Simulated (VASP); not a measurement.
Here is a VASP 6.6.1 calculation.

File INCAR:

```
PREC     = Accurate       # precision mode
ENCUT    = 520            # plane-wave cutoff, eV
EDIFF    = 1E-7           # SCF threshold, eV
ISMEAR   = 0              # smearing method
SIGMA    = 0.1            # smearing width, eV
LREAL    = False          # projectors in reciprocal space
LASPH    = True           # aspherical terms in the spheres
NELM     = 100            # most SCF steps
ALGO     = Fast           # electronic algorithm
ISIF     = 2              # what is computed and relaxed
LWAVE    = False          # write WAVECAR
LCHARG   = False          # write CHGCAR
GGA      = PE             # functional
NBANDS   = 35             # bands
```

KPOINTS

```
regular mesh
0
Gamma
  4 4 4
```

POSCAR

```
BaB12
1.0
    0.0000000000      3.8788701963      3.8788701963
    3.8788701963      0.0000000000      3.8788701963
    3.8788701963      3.8788701963      0.0000000000
Ba B
1 12
Direct
    0.0000000000      0.0000000000      0.0000000000
    0.8324469923      0.1675530077      0.5000000000
    0.1675530077      0.8324469923      0.5000000000
    0.5000000000      0.8324469923      0.1675530077
    0.1675530077      0.5000000000      0.5000000000
    0.5000000000      0.5000000000      0.8324469923
    0.5000000000      0.5000000000      0.1675530077
    0.5000000000      0.8324469923      0.5000000000
    0.1675530077      0.5000000000      0.8324469923
    0.8324469923      0.5000000000      0.5000000000
    0.5000000000      0.1675530077      0.5000000000
    0.8324469923      0.5000000000      0.1675530077
    0.5000000000      0.1675530077      0.8324469923
```

Potentials or basis: VASP PAW PBE potentials, release 64 (Ba_sv, B).

Command:

```sh
$ cat potpaw_PBE.64/Ba_sv/POTCAR potpaw_PBE.64/B/POTCAR > POTCAR
$ mpirun -np 1 vasp_std > vasp.out
```

Task: What does it give for the pressure?

Result: 0.6 GPa.

Task: What does it give for the largest force?

Result: 0.010 eV/Å.

Task: Estimate the band gap on the k mesh.

Result: None (metal or under the smearing width).

Forces on the atoms (eV/Å):
```
Ba   0.000  0.000  0.000
B   -0.007  0.007  0.000
B    0.007 -0.007  0.000
B    0.000 -0.007  0.007
B    0.000 -0.007 -0.007
B    0.007  0.007  0.000
B   -0.007 -0.007  0.000
B    0.007  0.000  0.007
B    0.007  0.000 -0.007
B    0.000  0.007  0.007
B   -0.007  0.000 -0.007
B   -0.007  0.000  0.007
B    0.000  0.007 -0.007
```

The run has no spin-orbit coupling, so splittings on Ba are missing.
